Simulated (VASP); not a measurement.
**Hg₃Sb (space group Fm-3m): computed properties**

All values below come from PBEsol GGA, VASP's PBE PAW potentials (set 64) (plane waves; VASP).

```
Item                                                                                                       Value
----------------------------------  ----------------------------------------------------------------------------
space group                                                                                          Fm-3m (225)
cell                                a = 7.2861 Å, b = 7.2861 Å, c = 7.2861 Å, α = 90.00°, β = 90.00°, γ = 90.00°
volume per atom                                                                                   24.18 Å^3/atom
band gap (over mesh and band path)                                      none (metal, semimetal or under 0.01 eV)
band gap with spin-orbit coupling                                                                none (metallic)
density                                                                                              12.42 g/cm³
```

Hg3Sb is taken in the cubic space group Fm-3m (No. 225), Pearson symbol cF16. Lattice parameters: a = 7.286 Å, b = 7.286 Å, c = 7.286 Å, α = 90.00°, β = 90.00°, γ = 90.00°. Hg1 on 8c sees 4 Hg at 3.155 Å and 4 Sb at 3.155 Å (cubic). Hg2 on 4b is coordinated by 8 Hg at 3.155 Å and 6 Sb at 3.643 Å. Sb on 4a is surrounded by 8 Hg at 3.155 Å and 6 Hg at 3.643 Å. (Neighbours: up to the widest gap in distance over summed covalent radii, below 1.35, at either atom; cation-cation and far metal-metal contacts left out.)
(The calculation used a cell of 4 atoms; values per cell refer to that cell.)

Unless said otherwise, spin-orbit coupling is left out, though it shifts the bands of the heavy elements here.

The structure comes from a computed database's Hg3Sb entry (Fm-3m); how it stands against other phases isn't given here. It was relaxed first, which changed the volume by -9 %. Symmetry was kept, so distortions that lower it aren't found. The electron count is odd and the run is not spin-polarised, which forces a metal.
